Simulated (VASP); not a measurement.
Here is a VASP 6.6.1 calculation.

Contents of INCAR:

```
SYSTEM = KPt
PREC = Accurate ; ENCUT = 500
EDIFF = 1E-6 ; ISMEAR = 0
SIGMA = 0.05 ; LREAL = .False.
LASPH = .True. ; NELM = 60
ALGO = Normal ; ISIF = 2
LWAVE = .False. ; LCHARG = .False.
GGA = CA
```

The input KPOINTS:

```
Automatic mesh
0
Gamma
  10 10 5
  0 0 0
```

POSCAR

```
KPt
1.0
    3.0008472788      0.0000000000      0.0000000000
   -1.5004236394      2.5988099763      0.0000000000
    0.0000000000      0.0000000000      5.3455780000
Pt K
1 1
Direct
    0.6666666667      0.3333333333      0.0000000000
    0.0000000000      0.0000000000      0.5000000000
```

Potentials or basis: VASP PAW LDA potentials, release 64 (Pt, K_pv).

Launch:

```console
$ cat potpaw_LDA.64/Pt/POTCAR potpaw_LDA.64/K_pv/POTCAR > POTCAR
$ mpirun -np 1 vasp_std > vasp.out
```

(1) Predict the band gap on the k mesh.

(2) Predict the pressure.

Answers

(1) none (metal or under the smearing width).

(2) -5.4 GPa.
